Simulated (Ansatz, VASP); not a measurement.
# Cross-check of GaN between VASP and Ansatz, part 2 of 2

Aim: how closely do two programs agree when they are given the same cell, functional and k mesh? The cell is taken from a series of runs on this material, whose earlier steps may have relaxed, scaled, displaced or heated it; both programs get it as it stands.

VASP 6.6.1 and Ansatz 0.2.0.

So far: The structure; VASP: single point, PBE, pair 1; Ansatz: single point, PBE, pair 1; Differences; VASP: single point, PBE, pair 2; Ansatz: single point, PBE, pair 2.

## 7. Differences

What differs besides the data sets and the points named for the pairs above, as far as they apply: fixed occupations in Ansatz, narrow Gaussian smearing in VASP. Total energies have different zeros and are not compared.

Both answers:

```
              quantity  Ansatz   VASP  difference
gap on the k mesh (eV)   2.050  2.050      +0.001
```

A gap on the mesh is an upper bound, since the band edges may lie between its points. With vacuum in the cell, a pressure given here is an average over mostly empty space and none of the material.

## 8. VASP: single point, PBE, pair 3

With cell and atoms fixed, the geometry can't cause a difference; cores, projectors, grids and the points listed under the comparison can.

INCAR reads:

```
SYSTEM = GaN
PREC = Accurate
ENCUT = 520
EDIFF = 1E-06
NELM = 120
ISMEAR = 0
SIGMA = 0.01
LREAL = .FALSE.
ALGO = Normal
GGA = PE
NBANDS = 24
LORBIT = 11
LWAVE = .FALSE.
LCHARG = .FALSE.
ISIF = 2
LDIPOL = .TRUE.
IDIPOL = 3
DIPOL = 0.5 0.5 0.5
LVHAR = .TRUE.
LASPH = .TRUE.
GGA_COMPAT = .FALSE.
EFERMI = MIDGAP
NELMDL = -8
KPAR = 2
```

POSCAR reads:

```
GaN
1.0
    3.2113904918      0.0000000000      0.0000000000
   -1.6056952459      2.7811457474      0.0000000000
    0.0000000000      0.0000000000     29.4000000000
Ga N
2 2
Direct
    0.3333333333      0.6666666667      0.4485857969
    1.0000000000      0.0000000000      0.5521986251
    0.6666666666      0.3333333334      0.4473506236
    0.3333333333      0.6666666667      0.5526493764
```

KPOINTS reads:

```
Automatic mesh
0
Gamma
12 12 1
0 0 0
```

Potentials, in the order of the species: Ga_d and N (PBE family, release 64).

The run is started by

```
> mpirun -np 2 vasp_std
```

Numbers of over 12 decimals in the logs are rounded to 6 here.

What it wrote:

```text
[... set-up lines as in an earlier step ...]
 entering main loop
       N       E                     dE             d eps       ncg     rms          rms(c)
DAV:   1     0.271587659438E+03    0.27159E+03   -0.16856E+04  1000   0.144E+03
DAV:   2     0.211986085724E+02   -0.25039E+03   -0.24220E+03  1168   0.339E+02
DAV:   3    -0.256905871601E+02   -0.46889E+02   -0.46365E+02  1152   0.133E+02
DAV:   4    -0.282581171357E+02   -0.25675E+01   -0.25601E+01  1384   0.367E+01
[...]
DAV:  25    -0.229366440223E+02   -0.39646E-05   -0.22079E-07   840   0.652E-03    0.151E-03
DAV:  26    -0.229366486698E+02   -0.46475E-05   -0.17922E-07   816   0.337E-03    0.878E-04
DAV:  27    -0.229366493370E+02   -0.66722E-06   -0.38035E-08   864   0.250E-03
   1 F= -.22936649E+02 E0= -.22936649E+02  d E =0.000000E+00
```

From OUTCAR (step 8):

```text
  Total        0.4811661      0.4811661      0.2576319      0.0000000      0.0000000      0.0000000
  in kB        2.9359008      2.9359008      1.5719762      0.0000000      0.0000000      0.0000000
  external PRESSURE =       2.4812593 kB  Pullay stress =       0.0000000 kB

 POSITION                                       TOTAL-FORCE (eV/Angst)
 -----------------------------------------------------------------------------------
     -0.00000      1.85410     13.18842        -0.000000     -0.000000     -0.059043
      0.00000      0.00000     16.23464        -0.000000      0.000000      0.059810
      1.60570      0.92705     13.15211        -0.000000      0.000000     -0.034136
     -0.00000      1.85410     16.24789         0.000000     -0.000000      0.033369
 -----------------------------------------------------------------------------------
    total drift:                                0.000011     -0.000008      0.001146

  FREE ENERGIE OF THE ION-ELECTRON SYSTEM (eV)
  ---------------------------------------------------
  free  energy   TOTEN  =       -22.9366493370 eV

  energy  without entropy=      -22.9366493370  energy(sigma->0) =      -22.93664934

[... 1 part as in an earlier step ...]

[... 2 further parts left out ...]
[key lines of the parts left out:]
E-fermi :  -2.5411
```

## 9. Ansatz: single point, PBE, pair 3

The same cell, functional and mesh now go to Ansatz, which takes its cutoff from its data sets.

The cell is taken from a series of runs on this material, whose earlier steps may have relaxed, scaled, displaced or heated it; both programs get it as it stands.

input.yaml reads:

```yaml
crystal:
  lattice:
    - [3.2113904918, 0.0, 0.0]
    - [-1.6056952459, 2.7811457474, 0.0]
    - [0.0, 0.0, 29.4]
  atoms:
    - { symbol: Ga, position: [0.3333333333, 0.6666666667, 0.4485857969] }
    - { symbol: "N", position: [0.6666666667, 0.3333333333, 0.4473506236] }
    - { symbol: Ga, position: [0.0, 0.0, 0.5521986251] }
    - { symbol: "N", position: [0.3333333333, 0.6666666667, 0.5526493764] }
  periodic: [true, true, false]
kpoints:
  mp_grid: { grid: [12, 12, 1] }
hamiltonian:
  xc: pbe
  pseudopotentials: { kind: paw, azcp: { folder: soft_1 } }
scf:
  occupations: { method: fixed }
  n_extra_bands: 5
output:
  eigenvalues: true
  band_densities: [{ e_range: [-0.08, 0] }, { e_range: [1.64, 1.77] }]
  volumetric_format: npy
```

The run is started by

```
> ansatz run input.yaml --threads 4 --pin off --max-ram 17510MiB --backend cpu --events-out ev --progress --plain --runs-dir out
```

What it wrote:

```text
[...]
Crystal: 4 atoms, lattice volume = 262.582 Å³
Basis set: ecut = 420 eV, 5223 PW (Γ)
Bands: 23, of which v1, the nominal top of the filled ones, is band 18 counted from 1 (17 counted from 0)
Symmetry: 6 space group operations
[...]
k-points: 19 of 144 (time reversal used)
[...]
k-point 18: bands = [... 14 lower, -9.9100, -9.4024, -5.8111, -5.1851, -0.8386, 0.1556, 1.5828, 2.3871, ... 1 higher]
  ° read free of the cell's end (the report's vacuum.weakly_bound_levels)
--- Band densities, each state counted as filled ---
  window                                       electrons  max residual (eV)  cut levels
  e_range: [-0.08, 0]                           0.194444             5.6e-5           0
  e_range: [1.64, 1.77]                         0.013889             3.2e-4           0
[key lines of the parts left out:]
SCF converged after 11 iterations
Free energy (F): -8334.451801 eV
Fermi energy:    -5.185094 eV
```

## 10. Differences

Both answers:

```
              quantity  Ansatz   VASP  difference
gap on the k mesh (eV)   1.688  1.686      +0.002
```

A gap on the mesh is an upper bound, since the band edges may lie between its points. With vacuum in the cell, a pressure given here is an average over mostly empty space and none of the material.

## 11. Outcome

- difference in gap on the k mesh (single point, PBE, pair 1): 7.3e-4 eV
- difference in gap on the k mesh (single point, PBE, pair 2): 5.4e-4 eV
- difference in gap on the k mesh (single point, PBE, pair 3): 0.0015 eV

What this shows: The difference in gap on the k mesh is 0.0015 eV (single point, PBE, pair 3), within the 0.08 eV picked in this series as the mark of a large difference. 5 further runs of this series are not shown here. How closely two codes agree says nothing of how well the functional describes the real material.

[Lines on the potential files, build, host, timing and source positions are cut from VASP's logs without a mark.]

[Logs are printed without paths, hosts, clocks, repeated set-up lines and the standing remarks that a program may print on its own settings, such as how far it seeks lower states.]

[Hosts, paths, dates, database ids (printed as entryN), source tags and the programs' standing remarks are cut or masked in the printed files.]
